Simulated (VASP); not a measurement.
Output of a VASP run:

### OUTCAR
```
 ion  position               nearest neighbor table
   1  0.250  0.250  0.250-   3 2.62   3 2.62   3 2.62   3 2.62   2 3.03   2 3.03   2 3.03   2 3.03
                             2 3.03   2 3.03
   2  0.750  0.750  0.750-   3 2.62   3 2.62   3 2.62   3 2.62   1 3.03   1 3.03   1 3.03   1 3.03
                             1 3.03   1 3.03
   3  0.000  0.000  0.000-   2 2.62   2 2.62   2 2.62   1 2.62   1 2.62   1 2.62   2 2.62   1 2.62
  LATTYP: Found a face centered cubic cell.
 ALAT       =     6.0558352888
 Subroutine PRICEL returns:
 Original cell was already a primitive cell.
 Subroutine GETGRP returns: Found 48 space group operations
The static configuration has the point symmetry O_h .
The dynamic configuration has the point symmetry O_h .
 Subroutine INISYM returns: Found 48 space group operations
 Subroutine IBZKPT returns following result:
 Found     29 irreducible k-points:

 Following reciprocal coordinates:
            Coordinates               Weight
  0.000000  0.000000  0.000000      1.000000
  0.125000  0.000000  0.000000      8.000000
  0.250000  0.000000  0.000000      8.000000
  0.375000  0.000000  0.000000      8.000000
  0.500000  0.000000  0.000000      4.000000
  0.125000  0.125000  0.000000      6.000000
  0.250000  0.125000  0.000000     24.000000
  0.375000  0.125000  0.000000     24.000000
  0.500000  0.125000  0.000000     24.000000
 -0.375000  0.125000  0.000000     24.000000
 -0.250000  0.125000  0.000000     24.000000
 -0.125000  0.125000  0.000000     12.000000
  0.250000  0.250000  0.000000      6.000000
  0.375000  0.250000  0.000000     24.000000
  0.500000  0.250000  0.000000     24.000000
 -0.375000  0.250000  0.000000     24.000000
 -0.250000  0.250000  0.000000     12.000000
  0.375000  0.375000  0.000000      6.000000
  0.500000  0.375000  0.000000     24.000000
 -0.375000  0.375000  0.000000     12.000000
  0.500000  0.500000  0.000000      3.000000
  0.375000  0.250000  0.125000     24.000000
  0.500000  0.250000  0.125000     48.000000
 -0.375000  0.250000  0.125000     24.000000
  0.500000  0.375000  0.125000     24.000000
 -0.375000  0.375000  0.125000     48.000000
 -0.250000  0.375000  0.125000     24.000000
 -0.375000  0.500000  0.125000     12.000000
 -0.250000  0.500000  0.250000      6.000000
   k-points           NKPTS =     29   k-points in BZ     NKDIM =     29   number of bands    NBANDS=     12
   number of dos      NEDOS =    301   number of ions     NIONS =      3
   total plane-waves  NPLWV =  32768
   dimension x,y,z NGX =    32 NGY =   32 NGZ =   32
   dimension x,y,z NGXF=    64 NGYF=   64 NGZF=   64
   ions per type =               2   1
   PREC   = accura    normal or accurate (medium, high low for compatibility)
   ISTART =      0    job   : 0-new  1-cont  2-samecut
   ICHARG =      2    charge: 1-file 2-atom 10-const
   ISPIN  =      1    spin polarized calculation?
   LNONCOLLINEAR =      F non collinear calculations
   LSORBIT =      F    spin-orbit coupling
   INIWAV =      1    electr: 0-lowe 1-rand  2-diag
   ENCUT  =  480.0 eV  35.28 Ry    5.94 a.u.   7.65  7.65  7.65*2*pi/ulx,y,z
   NELM   =    100;   NELMIN=  2; NELMDL= -5     # of ELM steps
   EDIFF  = 0.1E-06   stopping-criterion for ELM
   LREAL  =      F    real-space projection
   NLSPLINE    = F    spline interpolate recip. space projectors
   LMAXMIX     =    6 max onsite mixed and CHGCAR
   VOSKOWN=      0    Vosko Wilk Nusair interpolation
   EDIFFG = 0.1E-05   stopping-criterion for IOM
   NSW    =      0    number of steps for IOM
   NBLOCK =      1;   KBLOCK =      1    inner block; outer block
   IBRION =     -1    ionic relax: 0-MD 1-quasi-New 2-CG
   NFREE  =      0    steps in history (QN), initial steepest desc. (CG)
   ISIF   =      2    stress and relaxation
   ISYM   =      2    0-nonsym 1-usesym 2-fastsym
   TEIN   =    0.0    initial temperature
   TEBEG  =    0.0;   TEEND  =   0.0 temperature during run
   SMASS  =  -3.00    Nose mass-parameter (am)
   PSTRESS=    0.0 pullay stress
   NELECT =      17.0000    total number of electrons
...
```

File OSZICAR:
```
       N       E                     dE             d eps       ncg     rms          rms(c)
DAV:   1     0.564680894180E+02    0.56468E+02   -0.67730E+03   720   0.109E+03
DAV:   2    -0.112998861615E+02   -0.67768E+02   -0.63015E+02   828   0.192E+02
DAV:   3    -0.132545523821E+02   -0.19547E+01   -0.19312E+01   840   0.320E+01
DAV:   4    -0.132702332361E+02   -0.15681E-01   -0.15675E-01   832   0.350E+00
DAV:   5    -0.132704796519E+02   -0.24642E-03   -0.24639E-03   880   0.458E-01    0.880E+00
DAV:   6    -0.121285866782E+02    0.11419E+01   -0.63761E+00   784   0.283E+01    0.407E+00
DAV:   7    -0.120553225487E+02    0.73264E-01   -0.29029E-01   744   0.646E+00    0.184E+00
DAV:   8    -0.120283047843E+02    0.27018E-01   -0.27046E-02   812   0.128E+00    0.410E-01
DAV:   9    -0.120271808368E+02    0.11239E-02   -0.37914E-03   772   0.736E-01    0.188E-01
DAV:  10    -0.120273314576E+02   -0.15062E-03   -0.25855E-04   752   0.132E-01    0.362E-02
DAV:  11    -0.120273265457E+02    0.49120E-05   -0.96115E-06   852   0.282E-02    0.137E-02
DAV:  12    -0.120273284923E+02   -0.19466E-05   -0.47870E-06   760   0.151E-02    0.319E-03
DAV:  13    -0.120273285354E+02   -0.43101E-07   -0.23110E-07   664   0.519E-03
   1 F= -.12027329E+02 E0= -.12026520E+02  d E =-.242591E-02
```

OUTCAR:
```
------------------------ aborting loop because EDIFF is reached ----------------------------------------
  FORCE on cell =-STRESS in cart. coord.  units (eV):
  Direction    XX          YY          ZZ          XY          YZ          ZX
  --------------------------------------------------------------------------------------
  Total       -0.0253378     -0.0253378     -0.0253378      0.0000000     -0.0000000      0.0000000
  in kB       -0.7311678     -0.7311678     -0.7311678      0.0000000     -0.0000000      0.0000000
  external PRESSURE =      -0.7311678 kB  Pullay stress =       0.0000000 kB
  volume of cell :       55.52
      direct lattice vectors                 reciprocal lattice vectors
     0.000000000  3.027917644  3.027917644    -0.165129987  0.165129987  0.165129987
     3.027917644  0.000000000  3.027917644     0.165129987 -0.165129987  0.165129987
     3.027917644  3.027917644  0.000000000     0.165129987  0.165129987 -0.165129987
 POSITION                                       TOTAL-FORCE (eV/Angst)
 -----------------------------------------------------------------------------------
      1.51396      1.51396      1.51396         0.000000      0.000000      0.000000
      4.54188      4.54188      4.54188        -0.000000     -0.000000     -0.000000
      0.00000      0.00000      0.00000         0.000000     -0.000000     -0.000000
 -----------------------------------------------------------------------------------
    total drift:                                0.000000     -0.000000      0.000000
  FREE ENERGIE OF THE ION-ELECTRON SYSTEM (eV)
  ---------------------------------------------------
  free  energy   TOTEN  =       -12.0273285354 eV

  energy  without entropy=      -12.0249026280  energy(sigma->0) =      -12.02651990
```
(Selected blocks of OUTCAR.)

### POSCAR
```
AuAl2
1
    0.0000000000     3.0279176444     3.0279176444
    3.0279176444     0.0000000000     3.0279176444
    3.0279176444     3.0279176444     0.0000000000
Al Au
2 1
Direct
  0.2500000000   0.2500000000   0.2500000000
  0.7500000000   0.7500000000   0.7500000000
  0.0000000000   0.0000000000   0.0000000000
```

**Question.** Write an INCAR and KPOINTS that could have produced this output.

**Answer.** One answer among several that fit: the input of the run itself, PBE GGA, plane waves, VASP's PBE PAW potentials (set 64).

### KPOINTS
```
Automatic mesh
0
Gamma
8 8 8
```

### INCAR
```
SYSTEM = AuAl2
PREC = Accurate; ENCUT = 480; LREAL = .False.
LASPH = .True.
EDIFF = 1E-7; NELM = 100; ALGO = Normal
LMAXMIX = 6
ISMEAR = 1; SIGMA = 0.1
GGA = PE
ISIF = 2
LWAVE = .False.; LCHARG = .False.
```

POTCAR, in this order: Al Au (PBE.64 set). Program: vasp_std.

The compound is AuAl2 in the fluorite structure. It was relaxed first. The electron count is odd and the run is not spin-polarised, which forces a metal.
